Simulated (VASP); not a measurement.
All values below come from r2SCAN meta-GGA, VASP's PBE PAW potentials (set 64) (plane waves; VASP).

Input for VASP

KPOINTS:
```
kpoints
0
Gamma
 16 16 16
```

POSCAR:
```
Sn
1
   -1.6593876853     2.0202064016     2.0325747216
    1.6593876853    -2.0202064016     2.0325747216
    1.6593876853     2.0202064016    -2.0325747216
Sn
1
Direct
  0.0000000000   0.0000000000   0.0000000000
```

INCAR:
```
EDIFF  =  1E-7
ENCUT  =  400   # plane-wave cut-off (eV)
ISIF  =  2   # forces and stress, cell fixed
LASPH  =  .TRUE.   # aspherical one-centre terms
LMAXMIX  =  4   # l cut-off of mixed one-centre charges
NEDOS  =  601
ISMEAR  =  -5   # tetrahedra, Bloechl
NELM  =  100   # most electronic steps
LWAVE  =  .FALSE.
LREAL  =  .FALSE.   # projection in real space or not
PREC  =  Accurate
SYSTEM  =  Sn
LORBIT  =  11
LMIXTAU  =  .TRUE.
ALGO  =  Normal   # blocked Davidson
METAGGA  =  R2SCAN
LCHARG  =  .FALSE.
```

**KPOINTS_OPT**
```
k-points along high-symmetry lines
5
Line-mode
Reciprocal
  0.000000   0.000000   0.000000 ! GAMMA
  0.500000   0.500000  -0.500000 ! X

  0.500000   0.500000  -0.500000 ! X
  0.410936   0.589064  -0.410936 ! F_2

 -0.410936   0.410936   0.410936 ! SIGMA_0
  0.000000   0.000000   0.000000 ! GAMMA

  0.000000   0.000000   0.000000 ! GAMMA
  0.464978  -0.464978   0.464978 ! Y_0

  0.535022   0.464978  -0.464978 ! U_0
  0.500000   0.500000  -0.500000 ! X

  0.000000   0.000000   0.000000 ! GAMMA
  0.000000   0.500000   0.000000 ! R

  0.000000   0.500000   0.000000 ! R
  0.250000   0.250000   0.250000 ! W

  0.250000   0.250000   0.250000 ! W
  0.500000   0.000000   0.000000 ! S

  0.500000   0.000000   0.000000 ! S
  0.000000   0.000000   0.000000 ! GAMMA

  0.000000   0.000000   0.000000 ! GAMMA
  0.000000   0.000000   0.500000 ! T

  0.000000   0.000000   0.500000 ! T
  0.250000   0.250000   0.250000 ! W
```

POTCAR, in this order: Sn_d (PBE.64 set). Program: vasp_std.

Question: What will the output report for the number of irreducible k-points (NKPTS), number of bands (NBANDS), largest plane-wave count, number of space-group operations, FFT grid (NGX, NGY, NGZ)?

Answer: 
```json
{
 "number of irreducible k-points (NKPTS)": "621",
 "number of bands (NBANDS)": "11",
 "largest_plane_wave_count": "521",
 "number_of_space_group_operations": "8",
 "FFT grid (NGX, NGY, NGZ)": "24 × 24 × 24"
}
```

The structure comes from a computed database's Sn entry (Immm); how it stands against other phases isn't given here. It was relaxed first.
